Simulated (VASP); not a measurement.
Calculation: r2SCAN meta-GGA, VASP's PBE PAW potentials (set 64) (plane waves; VASP).

VASP ran on this input.

**INCAR**
```
SYSTEM = AlN
PREC = Normal
ENCUT = 450
EDIFF = 1E-5
NELM = 100
ALGO = Normal
LREAL = .FALSE.
LASPH = .TRUE.
ISMEAR = 0
SIGMA = 0.05
METAGGA = R2SCAN
LMIXTAU = .TRUE.
LWAVE = .FALSE.
LCHARG = .FALSE.
NELMIN = 4
IBRION = 2
ISIF = 2
NSW = 20
EDIFFG = -0.03
```

KPOINTS:
```
Automatic mesh
0
Gamma
 11 11 6
0 0 0
```

### POSCAR
```
AlN
1.0
  3.1058519168   0.0000000000   0.0000000000
 -1.5529259584   2.6897466546   0.0000000000
  0.0000000000   0.0000000000   4.9741788104
Al N
2 2
Cartesian
 -0.0000015529   1.7931653330   0.0000000000
  1.5529275113   0.8965813216   2.4870894052
 -0.0000015529   1.7931653330   1.9001363056
  1.5529275113   0.8965813216   4.3872257108
```

POTCAR, in this order: Al N (PBE.64 set). Program: vasp_std.

At this cut-off the stress carries a Pulay error, which pulls relaxed volumes low.

**Question.** What does the run give for the energy per atom (σ→0), pressure?

**Answer.** 
```
Property                        Value
---------------------  --------------
energy per atom (σ→0)  -9.613 eV/atom
pressure                    -1.22 GPa
```

File OSZICAR:
```
...
DAV:  14    -0.384488457916E+02   -0.12634E-02   -0.65829E-04  1768   0.305E-01    0.111E-01
DAV:  15    -0.384498251437E+02   -0.97935E-03   -0.14819E-03  1572   0.473E-01    0.268E-02
DAV:  16    -0.384502070529E+02   -0.38191E-03   -0.15544E-04  1652   0.181E-01    0.178E-02
DAV:  17    -0.384501867185E+02    0.20334E-04   -0.16941E-05  1320   0.593E-02    0.179E-02
DAV:  18    -0.384502080867E+02   -0.21368E-04   -0.98288E-06   844   0.298E-02    0.166E-02
DAV:  19    -0.384501874692E+02    0.20617E-04   -0.90036E-06   780   0.297E-02    0.957E-03
DAV:  20    -0.384501945998E+02   -0.71305E-05   -0.10474E-06   772   0.135E-02
   1 F= -.38450195E+02 E0= -.38450195E+02  d E =-.384502E+02
```

The compound is AlN in the wurtzite structure. It was relaxed first.
